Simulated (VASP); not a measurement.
# InGaO2 (P-4m2) in VASP: single point with r2SCAN

Aim: the single point of InGaO2 with r2SCAN.

Program: VASP 6.6.1. These are calculated values, not measurements. Logs are shortened: lines on timing, memory, paths and dates and some standing lists are left out, and cuts for length are marked.

## 1. The structure

Symmetry: P-4m2, No. 115, tetragonal system. Conventional cell: a = 3.148 Å, b = 3.148 Å, c = 6.258 Å, α = 90.00°, β = 90.00°, γ = 90.00°. In (site symmetry -4m2) is surrounded by 4 O at 2.61 Å. Around Ga (site symmetry -4m2) lie 4 O at 1.89 Å. Around O (site symmetry 2mm) lie 2 Ga at 1.89 Å.

The cell was built by a generator and needn't be a form met in nature.

## 2. Single point, r2SCAN

File INCAR:

```
PREC     = Accurate       # precision mode
ENCUT    = 520            # plane-wave cutoff, eV
EDIFF    = 1E-6           # SCF threshold, eV
ISMEAR   = 0              # smearing method
SIGMA    = 0.1            # smearing width, eV
LREAL    = False          # projectors in reciprocal space
LASPH    = True           # aspherical terms in the spheres
NELM     = 150            # most SCF steps
ALGO     = Normal         # electronic algorithm
ISIF     = 2              # what is computed and relaxed
LWAVE    = False          # write WAVECAR
LCHARG   = False          # write CHGCAR
METAGGA  = R2SCAN         # meta-GGA
LMIXTAU  = True         
KPAR     = 4
```

File KPOINTS:

```
Automatic mesh
0
Gamma
  10 10 6
```

File POSCAR:

```
InGaO2                                  
1.0
    3.1476954224      0.0000000000      0.0000000000
    0.0000000000      3.1476954224     -0.0000000000
    0.0000000000      0.0000000000      6.2578417251
  In              Ga              O             
     1     1     2
Direct
     1.0000000000000000    1.0000000000000000    0.0000000000000000
     0.5000000000000000    0.5000000000000000    0.5000000000000000
     0.0000000000000000    0.5000000000000000    0.3327460568950115
     0.5000000000000000    1.0000000000000000    0.6672539431049885
```

Potentials or basis: VASP PAW PBE potentials, release 64 (In_d, Ga_d, O).

On the command line:

```console
cat potpaw_PBE.64/In_d/POTCAR potpaw_PBE.64/Ga_d/POTCAR potpaw_PBE.64/O/POTCAR > POTCAR
mpirun -np 4 vasp_std > vasp.out
```

OUTCAR:

```text
PREC = Accurate
   ENCUT = 520
   EDIFF = 1E-6
   ISMEAR = 0
   LREAL = False
   LASPH = True
   NELM = 150
   ISIF = 2
   METAGGA = R2SCAN

 ion  position               nearest neighbor table
   1  0.000  0.000  0.000-   3 2.61   4 2.61   3 2.61   4 2.61
   2  0.500  0.500  0.500-   3 1.89   4 1.89   4 1.89   3 1.89
   3  0.000  0.500  0.333-   2 1.89   2 1.89   1 2.61   1 2.61
   4  0.500  0.000  0.667-   2 1.89   2 1.89   1 2.61   1 2.61

  LATTYP: Found a simple tetragonal cell.
 ALAT       =     3.1476954224
 C/A-ratio  =     1.9880709171

  Lattice vectors:

 A1 = (   3.1476954224,   0.0000000000,   0.0000000000)
 A2 = (   0.0000000000,   3.1476954224,   0.0000000000)
 A3 = (   0.0000000000,   0.0000000000,   6.2578417251)

Analysis of symmetry for initial positions (statically):
=====================================================================
 Subroutine PRICEL returns:
 Original cell was already a primitive cell.

 Routine SETGRP: Setting up the symmetry group for a
 simple tetragonal supercell.

 Subroutine GETGRP returns: Found  8 space group operations
 (whereof  8 operations were pure point group operations)
 out of a pool of 16 trial point group operations.

The static configuration has the point symmetry D_2d.

Analysis of symmetry for dynamics (positions and initial velocities):
=====================================================================
 Subroutine PRICEL returns:
 Original cell was already a primitive cell.

 Routine SETGRP: Setting up the symmetry group for a
 simple tetragonal supercell.

 Subroutine GETGRP returns: Found  8 space group operations
 (whereof  8 operations were pure point group operations)
 out of a pool of 16 trial point group operations.

The dynamic configuration has the point symmetry D_2d.

 Subroutine INISYM returns: Found  8 space group operations
 (whereof  8 operations are pure point group operations),
 and found     1 'primitive' translations

----------------------------------------------------------------------------------------

                                     Primitive cell

  volume of cell :      62.0026

  direct lattice vectors                    reciprocal lattice vectors
[... 89 lines left out ...]
   ENCUT  =  520.0 eV  38.22 Ry    6.18 a.u.   5.85  5.85 11.64*2*pi/ulx,y,z
   NELM   =    150;   NELMIN=  2; NELMDL= -5     # of ELM steps
   EDIFF  = 0.1E-05   stopping-criterion for ELM
   LREAL  =      F    real-space projection
   EDIFFG = 0.1E-04   stopping-criterion for IOM
   NSW    =      0    number of steps for IOM
   IBRION =     -1    ionic relax: 0-MD 1-quasi-New 2-CG
   NFREE  =      0    steps in history (QN), initial steepest desc. (CG)
   ISIF   =      2    stress and relaxation
   ISYM   =      2    0-nonsym 1-usesym 2-fastsym
   POTIM  = 0.5000    time-step for ionic-motion
   TEBEG  =    0.0;   TEEND  =   0.0 temperature during run
   PSTRESS=    0.0 pullay stress
   NELECT =      38.0000    total number of electrons
   NUPDOWN=      -1.0000    fix difference up-down
   EMIN   =  10.00;   EMAX   =-10.00  energy-range for DOS
   EFERMI =   0.00;   METHOD = LEGACY
   ISMEAR =     0;   SIGMA  =   0.10  broadening in eV -4-tet -1-fermi 0-gaus
   EFERMI_NEDOS =   21; number of points for ismear=-14 and -15
   IALGO  =     38    algorithm
   IMIX   =      4    mixing-type and parameters
     AMIX     =   0.40;   BMIX     =  1.00
     AMIX_MAG =   1.60;   BMIX_MAG =  1.00
  volume/ion in A,a.u.               =      15.50       104.60
  Fermi-wavevector in a.u.,A,eV,Ry     =   1.390591  2.627836 26.310170  1.933743
  Thomas-Fermi vector in A             =   2.514511
   LORBIT       =      0    0 simple, 1 ext, 2 COOP (PROOUT), +10 PAW based schemes
   METAGGA = R2SCAN    functional components
   LHFCALC =     F    Hartree Fock is set to
   AEXX    =    0.0000 exact exchange contribution
   IVDW    =     0    specifies the selected vdW correction
   LEPSILON=     F    determine dielectric tensor
   LRPA    =     F    only Hartree local field effects (RPA)
 non-spin polarized calculation
 Gauss-broadening in eV      SIGMA  =   0.10
  energy-cutoff  :      520.00
  volume of cell :       62.00
 maximum number of plane-waves:      1700
 NGX is ok and might be reduce to    24
   NGX = 11   NGY = 11   NGZ = 23

 number of electron      37.9999997 magnetization

 Free energy of the ion-electron system (eV)
  ---------------------------------------------------
  ext. energy  EPLUGINS =         0.00000000
  ---------------------------------------------------
  free energy    TOTEN  =       -51.74821392 eV

  energy without entropy =      -51.74638711  energy(sigma->0) =      -51.74730051

 E-fermi :   5.0826     XC(G=0): -11.0720

 val. band max:        5.0357348534   @ k =   0.5000   0.1000   0.1667
 cond. band min:       5.1030458955   @ k =   0.5000   0.0000   0.0000
 fundamental gap:      0.0673110421
 Fermi energy:         5.0825597037

 k-point     1 :       0.0000    0.0000    0.0000
  band No.  band energies     occupation
      1     -15.3243      2.00000
      2     -14.6466      2.00000
      3     -10.2365      2.00000
      4      -9.9015      2.00000
      5      -9.8634      2.00000
      6      -9.8634      2.00000
[... 613 lines left out ...]
     22      10.7740      0.00000
     23      12.6733      0.00000

 [... further k-points ...]

------------------------ aborting loop because EDIFF is reached ----------------------------------------

  FORCE on cell =-STRESS in cart. coord.  units (eV):
  Direction    XX          YY          ZZ          XY          YZ          ZX
  --------------------------------------------------------------------------------------
  -------------------------------------------------------------------------------------
  Total       -1.7378742     -1.7378742     -1.4708145      0.0000000      0.0000000      0.0000000
  in kB      -44.9075053    -44.9075053    -38.0065539      0.0000000      0.0000000      0.0000000
  external PRESSURE =     -42.6071881 kB  Pullay stress =       0.0000000 kB

 VOLUME and BASIS-vectors are now :
 -----------------------------------------------------------------------------
  energy-cutoff  :      520.00
  volume of cell :       62.00
      direct lattice vectors                 reciprocal lattice vectors
     3.147695422  0.000000000  0.000000000     0.317692745  0.000000000  0.000000000
     0.000000000  3.147695422  0.000000000     0.000000000  0.317692745  0.000000000
     0.000000000  0.000000000  6.257841725     0.000000000  0.000000000  0.159799503

 POSITION                                       TOTAL-FORCE (eV/Angst)
 -----------------------------------------------------------------------------------
      0.00000      0.00000      0.00000        -0.000000      0.000000      0.000000
      1.57385      1.57385      3.12892         0.000000      0.000000      0.000000
      0.00000      1.57385      2.08227        -0.000000      0.000000      0.278683
      1.57385      0.00000      4.17557        -0.000000      0.000000     -0.278683
 -----------------------------------------------------------------------------------
    total drift:                                0.000000      0.000000     -0.000000

  FREE ENERGIE OF THE ION-ELECTRON SYSTEM (eV)
  ---------------------------------------------------
  free  energy   TOTEN  =       -51.7482139169 eV

  energy  without entropy=      -51.7463871109  energy(sigma->0) =      -51.74730051
```

It took 89 s on 4 MPI ranks of Intel Xeon Platinum 8488C (Sapphire Rapids), shared host; peak memory 0.26 GiB.

Results:

| Item | Value |
| --- | --- |
| Free energy | -51.7482 eV |
| Pressure | -4.3 GPa |
| Largest force | 0.279 eV/Å |
| Band gap on the k mesh | none (metal or under the smearing width) |

Forces on the atoms (eV/Å):
```
In   0.000  0.000  0.000
Ga   0.000  0.000  0.000
O    0.000  0.000  0.279
O    0.000  0.000 -0.279
```

Caveat: the PAW data sets were made with another functional, which shifts forces and pressure a little.
